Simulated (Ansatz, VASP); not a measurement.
# Cross-check of TaAg2 between VASP and Ansatz

Aim: how closely do two programs agree when they are given the same cell, functional and k mesh? The cell is generated by rule, not measured, and may not be a known phase. The cell is taken from a series of runs on this material, whose earlier steps may have relaxed, scaled, displaced or heated it; both programs get it as it stands.

Calculated with Ansatz 0.2.0; plane waves, with VASP 6.6.1 beside it; zone-centre phonons at PBEsol.

The structure was built from a prototype and need not be the compound's stable phase.

### Step 1. Set-up

Symmetry: P6/mmm, No. 191, hexagonal system. Conventional cell: a = 4.624 Å, b = 4.624 Å, c = 2.691 Å, α = 90.00°, β = 90.00°, γ = 120.00°. Ta has 2 Ta at 2.69 Å and 12 Ag at 2.99 Å nearest. Nearest to Ag lie 5 Ag at 2.67 to 2.69 Å and 6 Ta at 2.99 Å. Farther neighbours are not listed.

As a file:

```xyz
3
Lattice="4.6241 0.0000 0.0000 -2.3120 4.0046 0.0000 0.0000 0.0000 2.6908" Properties=species:S:1:pos:R:3 pbc="T T T"
Ta    0.0000    0.0000    0.0000
Ag    0.0000    2.6697    1.3454
Ag    2.3120    1.3349    1.3454
```

### Step 2. VASP: zone-centre phonons, PBEsol

Second derivatives magnify differences that forces hide, and they need a tight electronic threshold.

Lines of VASP's logs that name or quote its potential files are left out, and so is its time.

File INCAR:

```
SYSTEM = TaAg2
PREC = Accurate
ENCUT = 500
EDIFF = 1E-08
NELM = 120
ISMEAR = 1
SIGMA = 0.2
LREAL = .FALSE.
ALGO = Normal
GGA = PS
NBANDS = 22
LASPH = .TRUE.
LORBIT = 11
LWAVE = .FALSE.
LCHARG = .FALSE.
ISIF = 2
IBRION = 8
GGA_COMPAT = .FALSE.
KPAR = 2
```

File POSCAR:

```
TaAg2
1.0
    4.6240874782      0.0000000000      0.0000000000
   -2.3120437391      4.0045772254      0.0000000000
    0.0000000000      0.0000000000      2.6908240559
Ta Ag
1 2
Direct
    0.0000000000      0.0000000000      0.0000000000
    0.3333333333      0.6666666667      0.5000000000
    0.6666666667      0.3333333333      0.5000000000
```

File KPOINTS:

```
Automatic mesh
0
Gamma
12 12 16
0 0 0
```

Potentials, in the order of the species: Ta_pv and Ag (PBE family, release 64).

Command:

```bash
$ mpirun -np 2 vasp_std
```

Numbers of over 12 decimals in the logs are rounded to 6 here.

The program printed:

```text
[banner, memory and clock lines left out]
running    2 mpi-ranks, on    1 nodes
 distrk:  each k-point on    1 cores,    2 groups
 distr:  one band on    1 cores,    1 groups

 POSCAR found type information on POSCAR TaAg
 POSCAR found :  2 types and       3 ions
|                                                                             |
|               ----> ADVICE to this user running VASP <----                  |
|                                                                             |
|     You enforced a specific xc type in the INCAR file but a different       |
|     [... a line on the potential file left out ...]
|     I HOPE YOU KNOW WHAT YOU ARE DOING!                                     |
|                                                                             |

 LDA part: xc-table for (Slater+PW92), standard interpolation
 POSCAR, INCAR and KPOINTS ok, starting setup
 FFT: planning ... GRIDC
 FFT: planning ... GRID_SOFT
 FFT: planning ... GRID
 WAVECAR not read
 entering main loop
       N       E                     dE             d eps       ncg     rms          rms(c)
DAV:   1     0.233759424944E+03    0.23376E+03   -0.16815E+04  7524   0.145E+03
DAV:   2    -0.140681424185E+02   -0.24783E+03   -0.23782E+03  8394   0.372E+02
DAV:   3    -0.204131307684E+02   -0.63450E+01   -0.62523E+01  8692   0.609E+01
DAV:   4    -0.204594302859E+02   -0.46300E-01   -0.46282E-01  8100   0.525E+00
DAV:   5    -0.204599133236E+02   -0.48304E-03   -0.48300E-03  8844   0.531E-01    0.161E+01
DAV:   6    -0.187107630167E+02    0.17492E+01   -0.65856E+00  7938   0.268E+01    0.901E+00
DAV:   7    -0.184123095239E+02    0.29845E+00   -0.74440E-01  8190   0.847E+00    0.405E+00
DAV:   8    -0.183533697895E+02    0.58940E-01   -0.16412E-01  8342   0.336E+00    0.132E+00
DAV:   9    -0.183491141885E+02    0.42556E-02   -0.95173E-03  8232   0.780E-01    0.384E-01
DAV:  10    -0.183486633687E+02    0.45082E-03   -0.22593E-03  8294   0.439E-01    0.117E-01
DAV:  11    -0.183486328737E+02    0.30495E-04   -0.14348E-04  8490   0.121E-01    0.146E-02
DAV:  12    -0.183486327473E+02    0.12644E-06   -0.81645E-06  8232   0.244E-02    0.888E-03
DAV:  13    -0.183486318639E+02    0.88342E-06   -0.16069E-06  8286   0.980E-03    0.253E-03
DAV:  14    -0.183486319516E+02   -0.87708E-07   -0.18029E-07  8188   0.404E-03    0.754E-04
DAV:  15    -0.183486319690E+02   -0.17401E-07   -0.38540E-09  4716   0.616E-04    0.207E-04
DAV:  16    -0.183486319555E+02    0.13537E-07   -0.54446E-10  4164   0.214E-04    0.300E-05
DAV:  17    -0.183486319551E+02    0.39790E-09   -0.99065E-11  4122   0.832E-05
   1 F= -.18348632E+02 E0= -.18349641E+02  d E =0.302610E-02
 Linear response reoptimize wavefunctions to high precision
DAV:   1    -0.183486319552E+02   -0.14006E-09   -0.24057E-11  4200   0.324E-05
DAV:   2    -0.183486319552E+02   -0.38199E-10   -0.58576E-12  4080   0.143E-05
 Linear response DOF=           4
 Linear response progress:
  Degree of freedom:   1/  4
       N       E                     dE             d eps       ncg     rms          rms(c)
RMM:   1    -0.177781638675E+00   -0.17778E+00    0.11848E+01 18112   0.219E+01
RMM:   2    -0.210855906061E+00   -0.33074E-01   -0.37824E-02 25898   0.129E+00    0.900E-02
RMM:   3    -0.210595107232E+00    0.26080E-03   -0.16167E-03 31216   0.179E-01    0.508E-02
RMM:   4    -0.210130354684E+00    0.46475E-03   -0.24850E-04 29443   0.837E-02    0.120E-02
RMM:   5    -0.210031044683E+00    0.99310E-04   -0.31583E-05 32505   0.184E-02    0.736E-03
RMM:   6    -0.209911838380E+00    0.11921E-03   -0.99135E-06 31530   0.114E-02    0.930E-04
RMM:   7    -0.209914935962E+00   -0.30976E-05   -0.18450E-06 32028   0.360E-03    0.402E-04
RMM:   8    -0.209917297922E+00   -0.23620E-05    0.64894E-07 31498   0.196E-03    0.194E-04
RMM:   9    -0.209917379733E+00   -0.81811E-07    0.11073E-07 33660   0.851E-04    0.105E-04
RMM:  10    -0.209917313489E+00    0.66244E-07    0.12730E-07 32803   0.492E-04    0.253E-05
RMM:  11    -0.209917378319E+00   -0.64830E-07   -0.69741E-09 33036   0.280E-04    0.170E-05
RMM:  12    -0.209917554194E+00   -0.17587E-06    0.28484E-08 30558   0.195E-04    0.316E-06
RMM:  13    -0.209917575686E+00   -0.21492E-07    0.77980E-08 35175   0.112E-04    0.219E-06
RMM:  14    -0.209917587010E+00   -0.11324E-07    0.41635E-08 31287   0.718E-05    0.154E-06
RMM:  15    -0.209917612295E+00   -0.25285E-07    0.23595E-08 31087   0.517E-05    0.848E-07
RMM:  16    -0.209917598846E+00    0.13450E-07    0.24931E-08 25193   0.349E-05    0.174E-06
RMM:  17    -0.209917595206E+00    0.36397E-08    0.15010E-08 18575   0.244E-05    0.262E-06
 first order change of Fermi-energy  -0.14790E-03
 force on displaced ion       1 direction 1 :  -6.805   0.000   0.000
 Linear response progress:
  Degree of freedom:   2/  4
       N       E                     dE             d eps       ncg     rms          rms(c)
RMM:   1    -0.999540776845E-01   -0.99954E-01    0.16159E+01  8278   0.228E+01
RMM:   2    -0.128622671246E+00   -0.28669E-01   -0.28036E-02 11392   0.113E+00    0.160E-01
RMM:   3    -0.126694377187E+00    0.19283E-02   -0.24133E-03 12768   0.255E-01    0.656E-02
RMM:   4    -0.125509816020E+00    0.11846E-02   -0.51112E-04 13230   0.124E-01    0.287E-02
RMM:   5    -0.124997599939E+00    0.51222E-03   -0.43227E-05 13630   0.349E-02    0.461E-03
RMM:   6    -0.125044704330E+00   -0.47104E-04   -0.61631E-06 12982   0.108E-02    0.112E-03
RMM:   7    -0.125042122698E+00    0.25816E-05   -0.18938E-06 13663   0.323E-03    0.584E-04
RMM:   8    -0.125041534067E+00    0.58863E-06   -0.10857E-06 13679   0.143E-03    0.161E-04
RMM:   9    -0.125042542971E+00   -0.10089E-05   -0.52089E-07 14248   0.600E-04    0.945E-05
RMM:  10    -0.125043053303E+00   -0.51033E-06   -0.22281E-07 13127   0.387E-04    0.119E-05
RMM:  11    -0.125042984957E+00    0.68347E-07   -0.14546E-07 15044   0.188E-04    0.154E-05
RMM:  12    -0.125043028141E+00   -0.43185E-07   -0.10096E-07 13095   0.110E-04    0.263E-06
RMM:  13    -0.125043049596E+00   -0.21455E-07   -0.64714E-08 12905   0.698E-05    0.149E-06
RMM:  14    -0.125043059607E+00   -0.10011E-07   -0.41892E-08 11496   0.485E-05    0.167E-06
RMM:  15    -0.125043076987E+00   -0.17380E-07   -0.29101E-08  9526   0.334E-05    0.507E-07
RMM:  16    -0.125043075535E+00    0.14517E-08   -0.18563E-08  4916   0.241E-05    0.367E-07
 first order change of Fermi-energy  -0.13938E-02
 force on displaced ion       1 direction 3 :  -0.000   0.000  -3.514
 Linear response progress:
  Degree of freedom:   3/  4
       N       E                     dE             d eps       ncg     rms          rms(c)
RMM:   1    -0.307341460839E+00   -0.30734E+00   -0.21804E-01 53401   0.334E+00
RMM:   2    -0.303302191294E+00    0.40393E-02   -0.95823E-03 44015   0.618E-01    0.125E-01
RMM:   3    -0.303006797201E+00    0.29539E-03   -0.23983E-04 45642   0.100E-01    0.715E-02
RMM:   4    -0.303034813438E+00   -0.28016E-04   -0.45262E-04 46709   0.126E-01    0.131E-02
RMM:   5    -0.303005965282E+00    0.28848E-04   -0.26235E-05 45731   0.308E-02    0.572E-03
RMM:   6    -0.302999872049E+00    0.60932E-05   -0.29288E-06 48962   0.110E-02    0.200E-03
RMM:   7    -0.302974119465E+00    0.25753E-04   -0.45529E-08 48959   0.207E-03    0.447E-04
RMM:   8    -0.302971820166E+00    0.22993E-05   -0.88579E-08 48879   0.701E-04    0.217E-04
RMM:   9    -0.302968654627E+00    0.31655E-05    0.90226E-08 50913   0.293E-04    0.570E-05
RMM:  10    -0.302968700260E+00   -0.45632E-07    0.74414E-08 49075   0.106E-04    0.360E-05
RMM:  11    -0.302968649329E+00    0.50930E-07    0.26516E-08 51159   0.315E-05    0.216E-05
RMM:  12    -0.302968506141E+00    0.14319E-06    0.14078E-09 49405   0.224E-05    0.556E-06
RMM:  13    -0.302968507593E+00   -0.14523E-08   -0.32872E-09 47728   0.123E-05    0.207E-06
 first order change of Fermi-energy   0.20580E-04
 force on displaced ion       2 direction 1 :  -9.941   0.001   0.000
 Linear response progress:
  Degree of freedom:   4/  4
       N       E                     dE             d eps       ncg     rms          rms(c)
RMM:   1    -0.284402771156E+00   -0.28440E+00   -0.20735E-01 19745   0.322E+00
RMM:   2    -0.282086543941E+00    0.23162E-02   -0.53364E-03 16998   0.469E-01    0.121E-01
RMM:   3    -0.281330374130E+00    0.75617E-03   -0.37995E-04 16710   0.113E-01    0.650E-02
RMM:   4    -0.280929307228E+00    0.40107E-03   -0.63331E-04 17047   0.138E-01    0.121E-02
RMM:   5    -0.280875994063E+00    0.53313E-04   -0.15623E-05 17670   0.255E-02    0.532E-03
RMM:   6    -0.280829228295E+00    0.46766E-04   -0.34754E-06 18142   0.104E-02    0.106E-03
RMM:   7    -0.280817289571E+00    0.11939E-04   -0.22087E-08 18450   0.138E-03    0.622E-04
RMM:   8    -0.280812122017E+00    0.51676E-05   -0.22418E-08 18642   0.710E-04    0.178E-04
RMM:   9    -0.280810308569E+00    0.18134E-05   -0.26560E-08 18131   0.315E-04    0.183E-05
RMM:  10    -0.280809895131E+00    0.41344E-06    0.40117E-08 19315   0.735E-05    0.842E-06
RMM:  11    -0.280809889617E+00    0.55143E-08    0.57369E-09 18445   0.288E-05    0.221E-06
 first order change of Fermi-energy   0.93721E-04
 force on displaced ion       2 direction 3 :  -0.000   0.000  -1.446
 Linear response finished
```

From OUTCAR (step 2):

```text
ion  position               nearest neighbor table
   1  0.000  0.000  0.000-   2 2.99   3 2.99   2 2.99   3 2.99   2 2.99   2 2.99   3 2.99   3 2.99
                             3 2.99   3 2.99   2 2.99   2 2.99
   2  0.333  0.667  0.500-   3 2.67   3 2.67   3 2.67   1 2.99   1 2.99   1 2.99   1 2.99   1 2.99
                             1 2.99
   3  0.667  0.333  0.500-   2 2.67   2 2.67   2 2.67   1 2.99   1 2.99   1 2.99   1 2.99   1 2.99
                             1 2.99

  LATTYP: Found a hexagonal cell.
 ALAT       =     4.6240874782
 C/A-ratio  =     0.5819146088

 Subroutine GETGRP returns: Found 24 space group operations
 (whereof 24 operations were pure point group operations)

The static configuration has the point symmetry D_6h.

 Found    171 irreducible k-points:

   k-points           NKPTS =    171   k-points in BZ     NKDIM =    171   number of bands    NBANDS=     22

   dimension x,y,z NGX =    36 NGY =   36 NGZ =   20
   dimension x,y,z NGXF=    72 NGYF=   72 NGZF=   40

   ENCUT  =  500.0 eV  36.75 Ry    6.06 a.u.   8.43  8.43  4.91*2*pi/ulx,y,z

   NELECT =      33.0000    total number of electrons

 k-points in reciprocal lattice and weights: Automatic mesh
   0.00000000  0.00000000  0.00000000       0.000
   0.08333333 -0.00000000  0.00000000       0.003
   0.16666667  0.00000000  0.00000000       0.003
   0.25000000  0.00000000  0.00000000       0.003
   0.33333333  0.00000000  0.00000000       0.003
   0.41666667  0.00000000  0.00000000       0.003
   0.50000000  0.00000000  0.00000000       0.001
   0.08333333  0.08333333  0.00000000       0.003
   0.16666667  0.08333333  0.00000000       0.005
[...]
0.33333333  0.25000000  0.50000000       0.005
   0.33333333  0.33333333  0.50000000       0.001

 average (electrostatic) potential at core
       1 -34.5182       2 -71.4097       3 -71.4097

  Total       -0.0598457     -0.0598457     -0.0676722      0.0000000      0.0000000      0.0000000
  in kB       -1.9243107     -1.9243107     -2.1759703      0.0000000      0.0000000      0.0000000
  external PRESSURE =      -2.0081972 kB  Pullay stress =       0.0000000 kB

  energy-cutoff  :      500.00
  volume of cell :       49.83
      direct lattice vectors                 reciprocal lattice vectors
     4.624087478  0.000000000  0.000000000     0.216258885  0.124857125  0.000000000
    -2.312043739  4.004577225  0.000000000     0.000000000  0.249714250  0.000000000
     0.000000000  0.000000000  2.690824056     0.000000000  0.000000000  0.371633366

 POSITION                                       TOTAL-FORCE (eV/Angst)
 -----------------------------------------------------------------------------------
      0.00000      0.00000      0.00000        -0.000000      0.000000      0.000000
     -0.00000      2.66972      1.34541        -0.000000      0.000000      0.000000
      2.31204      1.33486      1.34541         0.000000     -0.000000      0.000000
 -----------------------------------------------------------------------------------
    total drift:                                0.000000      0.000000     -0.000000

 Eigenvectors and eigenvalues of the dynamical matrix
 ----------------------------------------------------

   1 f  =    6.109527 THz    38.387292 2PiTHz  203.791894 cm-1    25.266963 meV
             X         Y         Z           dx          dy          dz
      0.000000  0.000000  0.000000     0.000000   -0.000000   -0.000000
     -0.000000  2.669718  1.345412    -0.707107   -0.000003   -0.000000
      2.312044  1.334859  1.345412     0.707107    0.000003    0.000000

   2 f  =    6.109527 THz    38.387292 2PiTHz  203.791894 cm-1    25.266963 meV
             X         Y         Z           dx          dy          dz
      0.000000  0.000000  0.000000    -0.000000    0.000000    0.000000
     -0.000000  2.669718  1.345412     0.000003   -0.707107    0.000000
      2.312044  1.334859  1.345412    -0.000003    0.707107    0.000000

   3 f  =    4.112500 THz    25.839597 2PiTHz  137.178221 cm-1    17.007924 meV
             X         Y         Z           dx          dy          dz
      0.000000  0.000000  0.000000    -0.737211   -0.000005   -0.000000
     -0.000000  2.669718  1.345412     0.477765    0.000003    0.000000
      2.312044  1.334859  1.345412     0.477765    0.000003    0.000000

   4 f  =    4.112500 THz    25.839597 2PiTHz  137.178221 cm-1    17.007924 meV
             X         Y         Z           dx          dy          dz
      0.000000  0.000000  0.000000    -0.000005    0.737211    0.000000
     -0.000000  2.669718  1.345412     0.000003   -0.477765   -0.000000
      2.312044  1.334859  1.345412     0.000003   -0.477765   -0.000000

   5 f  =    2.953415 THz    18.556853 2PiTHz   98.515316 cm-1    12.214337 meV
             X         Y         Z           dx          dy          dz
      0.000000  0.000000  0.000000     0.000000    0.000000   -0.737682
     -0.000000  2.669718  1.345412     0.000000    0.000000    0.477402
      2.312044  1.334859  1.345412    -0.000000   -0.000000    0.477402

   6 f  =    1.605388 THz    10.086949 2PiTHz   53.549975 cm-1     6.639348 meV
             X         Y         Z           dx          dy          dz
      0.000000  0.000000  0.000000     0.000000    0.000000   -0.000000
     -0.000000  2.669718  1.345412     0.000000    0.000000    0.707107
      2.312044  1.334859  1.345412     0.000000    0.000000   -0.707107

   7 f/i=    0.000969 THz     0.006089 2PiTHz    0.032324 cm-1     0.004008 meV
             X         Y         Z           dx          dy          dz
      0.000000  0.000000  0.000000     0.000000   -0.000000    0.675148
     -0.000000  2.669718  1.345412     0.000000   -0.000000    0.521620
      2.312044  1.334859  1.345412     0.000000   -0.000000    0.521620

   8 f/i=    0.001519 THz     0.009542 2PiTHz    0.050658 cm-1     0.006281 meV
             X         Y         Z           dx          dy          dz
      0.000000  0.000000  0.000000    -0.357934   -0.573064   -0.000000
     -0.000000  2.669718  1.345412    -0.276154   -0.442131   -0.000000
      2.312044  1.334859  1.345412    -0.276154   -0.442131   -0.000000

   9 f/i=    0.001519 THz     0.009542 2PiTHz    0.050658 cm-1     0.006281 meV
             X         Y         Z           dx          dy          dz
      0.000000  0.000000  0.000000     0.573064   -0.357934   -0.000000
     -0.000000  2.669718  1.345412     0.442131   -0.276154   -0.000000
      2.312044  1.334859  1.345412     0.442131   -0.276154   -0.000000

 ELASTIC MODULI CONTR FROM IONIC RELAXATION (kBar)
 Direction    XX          YY          ZZ          XY          YZ          ZX
 --------------------------------------------------------------------------------
 XX        -103.0025    103.0025     -0.0000      0.0000      0.0000      0.0000
 YY         103.0025   -103.0025      0.0000     -0.0000      0.0000      0.0000
 ZZ          -0.0000      0.0000     -0.0000      0.0000      0.0000      0.0000
 XY           0.0000     -0.0000      0.0000   -103.0025      0.0000      0.0000
 YZ           0.0000      0.0000      0.0000      0.0000      0.0000      0.0000
 ZX           0.0000      0.0000      0.0000      0.0000      0.0000      0.0000
 --------------------------------------------------------------------------------
```

(Continued in part 2 of 2.)

[Lines on the potential files, build, host, timing and source positions are cut from VASP's logs without a mark.]

[Logs are printed without paths, hosts, clocks, repeated set-up lines and the standing remarks that a program may print on its own settings, such as how far it seeks lower states.]

[Hosts, paths, dates, database ids (printed as entryN), source tags and the programs' standing remarks are cut or masked in the printed files.]
